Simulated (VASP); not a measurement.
Level of theory: PBEsol GGA, VASP's PBE PAW potentials (set 64) (plane waves; VASP 6.6.1).

A VASP calculation is set up with these files.

INCAR:
```
# general
SYSTEM  = Mo3Si
PREC    = Accurate
ENCUT   = 500   # plane-wave cut-off (eV)
LREAL   = .FALSE.   # projection in real space or not
LASPH   = .TRUE.

# electronic loop
EDIFF   = 1E-6   # SCF stop (eV)
NELM    = 100
ALGO    = Normal   # blocked Davidson
LMAXMIX = 4

# smearing
ISMEAR  = 1
SIGMA   = 0.1   # width (eV)

# functional
GGA     = PS   # PBEsol

# ions
IBRION  = 2   # conjugate gradients
NSW     = 40   # most ionic steps
ISIF    = 3
EDIFFG  = -0.02   # ionic stop

# output
LWAVE   = .FALSE.
LCHARG  = .FALSE.
```

### POSCAR
```
Mo3Si
1.0
  4.8599092571   0.0000000000   0.0000000000
  0.0000000000   4.8599092571   0.0000000000
  0.0000000000   0.0000000000   4.8599092571
Si Mo
2 6
Cartesian
  2.4299546285   2.4299546285   2.4299546285
  0.0000000000   0.0000000000   0.0000000000
  1.2149773143   0.0000000000   2.4299546285
  2.4299546285   1.2149773143   0.0000000000
  2.4299546285   3.6449319428   0.0000000000
  3.6449319428   0.0000000000   2.4299546285
  0.0000000000   2.4299546285   3.6449319428
  0.0000000000   2.4299546285   1.2149773143
```

File KPOINTS:
```
Automatic mesh
0
Gamma
6 6 6
0 0 0
```

POTCAR, in this order: Si Mo_sv (PBE.64 set). Program: vasp_std.

Output

### OUTCAR
```
 ion  position               nearest neighbor table
   1  0.500  0.500  0.500-   3 2.72   4 2.72   5 2.72   6 2.72   7 2.72   8 2.72   4 2.72   5 2.72
                             3 2.72   6 2.72   7 2.72   8 2.72
   2  0.000  0.000  0.000-   3 2.72   4 2.72   5 2.72   6 2.72   7 2.72   8 2.72   3 2.72   6 2.72
                             7 2.72   8 2.72   4 2.72   5 2.72
   3  0.250  0.000  0.500-   6 2.43   6 2.43   1 2.72   2 2.72   1 2.72   2 2.72   8 2.98   5 2.98
                             4 2.98   5 2.98   4 2.98   7 2.98   8 2.98   7 2.98
   4  0.500  0.250  0.000-   5 2.43   5 2.43   1 2.72   1 2.72   2 2.72   2 2.72   8 2.98   3 2.98
                             3 2.98   6 2.98   6 2.98   7 2.98   7 2.98   8 2.98
   5  0.500  0.750  0.000-   4 2.43   4 2.43   1 2.72   1 2.72   2 2.72   2 2.72   8 2.98   3 2.98
                             3 2.98   6 2.98   6 2.98   7 2.98   7 2.98   8 2.98
   6  0.750  0.000  0.500-   3 2.43   3 2.43   1 2.72   2 2.72   1 2.72   2 2.72   8 2.98   4 2.98
                             4 2.98   5 2.98   5 2.98   7 2.98   8 2.98   7 2.98
   7  0.000  0.500  0.750-   8 2.43   8 2.43   1 2.72   2 2.72   2 2.72   1 2.72   3 2.98   4 2.98
                             5 2.98   3 2.98   6 2.98   6 2.98   4 2.98   5 2.98
   8  0.000  0.500  0.250-   7 2.43   7 2.43   1 2.72   2 2.72   2 2.72   1 2.72   3 2.98   4 2.98
                             5 2.98   3 2.98   6 2.98   6 2.98   4 2.98   5 2.98
  LATTYP: Found a simple cubic cell.
 ALAT       =     4.8599092571
 Subroutine PRICEL returns:
 Original cell was already a primitive cell.
 Subroutine GETGRP returns: Found 48 space group operations
The static configuration has the point symmetry T_h .
 The point group associated with its full space group is O_h .
The dynamic configuration has the point symmetry T_h .
...
```

OSZICAR:
```
       N       E                     dE             d eps       ncg     rms          rms(c)
DAV:   1     0.109612949581E+04    0.10961E+04   -0.55359E+04  2224   0.167E+03
DAV:   2    -0.374890118260E+02   -0.11336E+04   -0.11042E+04  2372   0.527E+02
DAV:   3    -0.884613179519E+02   -0.50972E+02   -0.49267E+02  2875   0.986E+01
DAV:   4    -0.895945261160E+02   -0.11332E+01   -0.11181E+01  2664   0.121E+01
DAV:   5    -0.896152617715E+02   -0.20736E-01   -0.20672E-01  2639   0.165E+00    0.478E+01
DAV:   6    -0.855023551799E+02    0.41129E+01   -0.14708E+01  2430   0.178E+01    0.134E+01
DAV:   7    -0.851498090804E+02    0.35255E+00   -0.98604E-01  2745   0.435E+00    0.368E+00
DAV:   8    -0.850894344567E+02    0.60375E-01   -0.13292E-01  2462   0.123E+00    0.599E-01
DAV:   9    -0.850882224127E+02    0.12120E-02   -0.69826E-03  2656   0.326E-01    0.300E-01
DAV:  10    -0.850880404406E+02    0.18197E-03   -0.78203E-04  2743   0.165E-01    0.132E-01
DAV:  11    -0.850880524643E+02   -0.12024E-04   -0.40253E-05  2624   0.324E-02    0.256E-02
DAV:  12    -0.850880491893E+02    0.32750E-05   -0.11233E-05  2533   0.189E-02    0.325E-03
DAV:  13    -0.850880488869E+02    0.30244E-06   -0.27724E-07  1561   0.223E-03
   1 F= -.85088049E+02 E0= -.85088078E+02  d E =-.850880E+02
       N       E                     dE             d eps       ncg     rms          rms(c)
DAV:   1    -0.851930139283E+02   -0.10496E+00   -0.29733E+00  2221   0.117E+01    0.396E+00
DAV:   2    -0.850888774653E+02    0.10414E+00   -0.35552E-01  2263   0.329E+00    0.569E-01
DAV:   3    -0.850843293188E+02    0.45481E-02   -0.30739E-02  2570   0.911E-01    0.497E-01
DAV:   4    -0.850843019291E+02    0.27390E-04   -0.64876E-03  2574   0.227E-01    0.932E-02
DAV:   5    -0.850841335594E+02    0.16837E-03   -0.97608E-04  2454   0.149E-01    0.922E-02
DAV:   6    -0.850841423322E+02   -0.87728E-05   -0.44657E-05  2614   0.266E-02    0.940E-03
DAV:   7    -0.850841381347E+02    0.41975E-05   -0.23268E-05  2024   0.145E-02    0.209E-03
DAV:   8    -0.850841382470E+02   -0.11228E-06   -0.86483E-07  1511   0.390E-03
   2 F= -.85084138E+02 E0= -.85083999E+02  d E =0.391064E-02
       N       E                     dE             d eps       ncg     rms          rms(c)
DAV:   1    -0.851439845837E+02   -0.59846E-01   -0.15080E+00  2207   0.830E+00    0.294E+00
DAV:   2    -0.850911940692E+02    0.52791E-01   -0.17685E-01  2249   0.234E+00    0.399E-01
DAV:   3    -0.850888013383E+02    0.23927E-02   -0.15789E-02  2535   0.654E-01    0.388E-01
DAV:   4    -0.850888847682E+02   -0.83430E-04   -0.36791E-03  2539   0.171E-01    0.664E-02
DAV:   5    -0.850887916159E+02    0.93152E-04   -0.44834E-04  2462   0.101E-01    0.553E-02
DAV:   6    -0.850888013608E+02   -0.97450E-05   -0.52675E-05  2447   0.237E-02    0.997E-03
DAV:   7    -0.850888025650E+02   -0.12042E-05   -0.12211E-05  2102   0.113E-02    0.213E-03
DAV:   8    -0.850888024416E+02    0.12338E-06   -0.34441E-07  1443   0.289E-03
   3 F= -.85088802E+02 E0= -.85088783E+02  d E =-.753555E-03
```

### OUTCAR
```
------------------------ aborting loop because EDIFF is reached ----------------------------------------
  FORCE on cell =-STRESS in cart. coord.  units (eV):
  Direction    XX          YY          ZZ          XY          YZ          ZX
  --------------------------------------------------------------------------------------
  Total       -0.0034368     -0.0034368     -0.0034368     -0.0000000     -0.0000000     -0.0000000
  in kB       -0.0478367     -0.0478367     -0.0478367     -0.0000000     -0.0000000     -0.0000000
  external PRESSURE =      -0.0478367 kB  Pullay stress =       0.0000000 kB
  volume of cell :      115.11
      direct lattice vectors                 reciprocal lattice vectors
     4.864456411 -0.000000000  0.000000000     0.205572815 -0.000000000 -0.000000000
     0.000000000  4.864456411  0.000000000     0.000000000  0.205572815  0.000000000
     0.000000000 -0.000000000  4.864456411    -0.000000000 -0.000000000  0.205572815
 POSITION                                       TOTAL-FORCE (eV/Angst)
 -----------------------------------------------------------------------------------
      2.43223      2.43223      2.43223        -0.000000     -0.000000      0.000000
      0.00000      0.00000      0.00000        -0.000000     -0.000000      0.000000
      1.21611     -0.00000      2.43223        -0.000000      0.000000     -0.000000
      2.43223      1.21611      0.00000        -0.000000     -0.000000      0.000000
      2.43223      3.64834      0.00000         0.000000     -0.000000     -0.000000
      3.64834     -0.00000      2.43223         0.000000      0.000000      0.000000
      0.00000      2.43223      3.64834        -0.000000     -0.000000     -0.000000
      0.00000      2.43223      1.21611         0.000000      0.000000      0.000000
 -----------------------------------------------------------------------------------
    total drift:                                0.000000      0.000000     -0.000000
  FREE ENERGIE OF THE ION-ELECTRON SYSTEM (eV)
  ---------------------------------------------------
  free  energy   TOTEN  =       -85.0888024416 eV

  energy  without entropy=      -85.0887435932  energy(sigma->0) =      -85.08878283

 reached required accuracy - stopping structural energy minimisation
```
(Selected blocks of OUTCAR.)

CONTCAR:
```
Mo3Si
   1.00000000000000
     4.8644564113595603   -0.0000000000000000    0.0000000000000000
     0.0000000000000000    4.8644564113595603    0.0000000000000000
     0.0000000000000000   -0.0000000000000000    4.8644564113595603
  Si              Mo
     2     6
Direct
     0.5000000000000000    0.5000000000000000    0.5000000000000000
     0.0000000000000000    0.0000000000000000    0.0000000000000000
     0.2500000000000000    0.0000000000000000    0.5000000000000000
     0.5000000000000000    0.2500000000000000    0.0000000000000000
     0.5000000000000000    0.7500000000000000    0.0000000000000000
     0.7500000000000000    0.0000000000000000    0.5000000000000000
     0.0000000000000000    0.5000000000000000    0.7500000000000000
     0.0000000000000000    0.5000000000000000    0.2500000000000000
```

The compound is Mo3Si in the A15 structure. This run relaxes it. Symmetry was kept, so distortions that lower it aren't found.
